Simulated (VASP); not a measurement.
Output of a VASP run:

OSZICAR:
```
...
DAV:  17    -0.943080387221E+02   -0.53578E-03   -0.11129E-04   931   0.706E-02    0.106E-02
DAV:  18    -0.943083353206E+02   -0.29660E-03   -0.19606E-05   647   0.284E-02    0.122E-02
DAV:  19    -0.943083888363E+02   -0.53516E-04   -0.12864E-05   594   0.278E-02    0.539E-03
DAV:  20    -0.943084263101E+02   -0.37474E-04   -0.59546E-05   864   0.454E-02    0.165E-02
DAV:  21    -0.943084561783E+02   -0.29868E-04   -0.41570E-05   836   0.382E-02    0.337E-03
DAV:  22    -0.943084735793E+02   -0.17401E-04   -0.50789E-06   592   0.120E-02    0.297E-03
DAV:  23    -0.943084933899E+02   -0.19811E-04   -0.19799E-06   567   0.722E-03    0.312E-03
DAV:  24    -0.943085023753E+02   -0.89854E-05   -0.67033E-07   559   0.610E-03
   1 F= -.94308502E+02 E0= -.94308502E+02  d E =-.943085E+02
       N       E                     dE             d eps       ncg     rms          rms(c)
DAV:   1    -0.943309208290E+02   -0.22427E-01   -0.55271E+00   902   0.119E+01    0.217E-01
DAV:   2    -0.943343726950E+02   -0.34519E-02   -0.74984E-02   925   0.134E+00    0.182E-01
DAV:   3    -0.943326622149E+02    0.17105E-02   -0.16817E-03   952   0.352E-01    0.127E-01
DAV:   4    -0.943304935643E+02    0.21687E-02   -0.23944E-03  1056   0.502E-01    0.549E-02
DAV:   5    -0.943301495537E+02    0.34401E-03   -0.25572E-03  1016   0.350E-01    0.337E-02
DAV:   6    -0.943303924435E+02   -0.24289E-03   -0.87882E-04   890   0.149E-01    0.378E-02
DAV:   7    -0.943302927143E+02    0.99729E-04   -0.10210E-04   976   0.853E-02    0.211E-02
DAV:   8    -0.943303558814E+02   -0.63167E-04   -0.16130E-04   908   0.876E-02    0.726E-03
DAV:   9    -0.943303932913E+02   -0.37410E-04   -0.44538E-05   872   0.470E-02    0.982E-03
DAV:  10    -0.943304500244E+02   -0.56733E-04   -0.93556E-06   626   0.176E-02    0.828E-03
DAV:  11    -0.943305268729E+02   -0.76849E-04   -0.55565E-05   845   0.550E-02    0.117E-02
DAV:  12    -0.943305370849E+02   -0.10212E-04   -0.88207E-06   632   0.167E-02    0.106E-02
DAV:  13    -0.943305449858E+02   -0.79008E-05   -0.78615E-06   556   0.203E-02
   2 F= -.94330545E+02 E0= -.94330545E+02  d E =-.220426E-01
       N       E                     dE             d eps       ncg     rms          rms(c)
DAV:   1    -0.943308031727E+02   -0.26609E-03   -0.71906E-02   932   0.130E+00    0.252E-02
DAV:   2    -0.943308347803E+02   -0.31608E-04   -0.87977E-04   943   0.141E-01    0.185E-02
DAV:   3    -0.943308110236E+02    0.23757E-04   -0.18276E-05   792   0.370E-02    0.134E-02
DAV:   4    -0.943307822249E+02    0.28799E-04   -0.39825E-05   814   0.600E-02    0.511E-03
DAV:   5    -0.943307821124E+02    0.11252E-06   -0.29866E-05   920   0.313E-02
   3 F= -.94330782E+02 E0= -.94330782E+02  d E =-.222797E-01
       N       E                     dE             d eps       ncg     rms          rms(c)
DAV:   1    -0.943315483422E+02   -0.76612E-03   -0.29173E-01   922   0.295E+00    0.541E-02
DAV:   2    -0.943317284730E+02   -0.18013E-03   -0.41201E-03  1000   0.389E-01    0.408E-02
DAV:   3    -0.943316454379E+02    0.83035E-04   -0.22924E-04  1032   0.130E-01    0.309E-02
DAV:   4    -0.943315844584E+02    0.60980E-04   -0.55921E-05   976   0.865E-02    0.183E-02
DAV:   5    -0.943315306378E+02    0.53821E-04   -0.10357E-04   936   0.149E-01    0.105E-02
DAV:   6    -0.943315357899E+02   -0.51521E-05   -0.12882E-04   878   0.929E-02    0.729E-03
DAV:   7    -0.943315412944E+02   -0.55045E-05   -0.38683E-05   819   0.295E-02
   4 F= -.94331541E+02 E0= -.94331541E+02  d E =-.759182E-03
```

### OUTCAR
```
------------------------ aborting loop because EDIFF is reached ----------------------------------------
  FORCE on cell =-STRESS in cart. coord.  units (eV):
  Direction    XX          YY          ZZ          XY          YZ          ZX
  --------------------------------------------------------------------------------------
  Total       -4.7047816     -4.7047816     -0.9908346      0.0000000      0.0000000      0.0000000
  in kB      -26.0230448    -26.0230448     -5.4804953      0.0000000      0.0000000      0.0000000
  external PRESSURE =     -19.1755283 kB  Pullay stress =       0.0000000 kB
  volume of cell :      289.66
      direct lattice vectors                 reciprocal lattice vectors
     3.003046202  0.000000000  0.000000000     0.332995210  0.000000000  0.000000000
     0.000000000  3.003046202  0.000000000     0.000000000  0.332995210  0.000000000
     0.000000000  0.000000000 32.119435884     0.000000000  0.000000000  0.031133797
  FREE ENERGIE OF THE ION-ELECTRON SYSTEM (eV)
  ---------------------------------------------------
  free  energy   TOTEN  =       -94.3315412944 eV

  energy  without entropy=      -94.3315412944  energy(sigma->0) =      -94.33154129

 reached required accuracy - stopping structural energy minimisation
```
(Selected blocks of OUTCAR.)

File POSCAR:
```
MgO(100) slab
1
    3.0030462020     0.0000000000     0.0000000000
    0.0000000000     3.0030462020    -0.0000000000
   -0.0000000000    -0.0000000000    32.1194358839
O Mg
8 8
Direct
  0.0000000000   0.5000000000   0.2686090000
  0.0000000000   0.5000000000   0.4008320000
  0.5000000000   0.0000000000   0.3347200000
  0.0000000000   0.5000000000   0.5330560000
  0.5000000000   0.0000000000   0.4669440000
  0.0000000000   0.5000000000   0.6652800000
  0.5000000000   0.0000000000   0.5991680000
  0.5000000000   0.0000000000   0.7313910000
  0.5000000000   0.0000000000   0.2686090000
  0.0000000000   0.5000000000   0.3347200000
  0.5000000000   0.0000000000   0.4008320000
  0.0000000000   0.5000000000   0.4669440000
  0.5000000000   0.0000000000   0.5330560000
  0.0000000000   0.5000000000   0.5991680000
  0.5000000000   0.0000000000   0.6652800000
  0.0000000000   0.5000000000   0.7313910000
```

Q: Reconstruct the remaining input files.

A: This is not unique; one that fits is the input of the run itself, PBE GGA, plane waves, VASP's PBE PAW potentials (set 64).

### INCAR
```
ALGO=Normal
DIPOL=0.5 0.5 0.5
EDIFF=1E-5
EDIFFG=-0.03
ENCUT=450
GGA=PE
IBRION=2
IDIPOL=3
ISIF=2
ISMEAR=0
LASPH=.TRUE.
LCHARG=.FALSE.
LDIPOL=.TRUE.
LREAL=.FALSE.
LWAVE=.TRUE.
NELM=100
NELMIN=4
NSW=50
PREC=Normal
SIGMA=0.05
SYSTEM=MgO(100) slab
```

**KPOINTS**
```
Automatic mesh
0
Gamma
7 7 1
0 0 0
```

POTCAR, in this order: O Mg (PBE.64 set). Program: vasp_std.

At this cut-off the stress carries a Pulay error, which pulls relaxed volumes low.

The cell is a thin slab with vacuum, built from MgO (rock salt): (100) face.
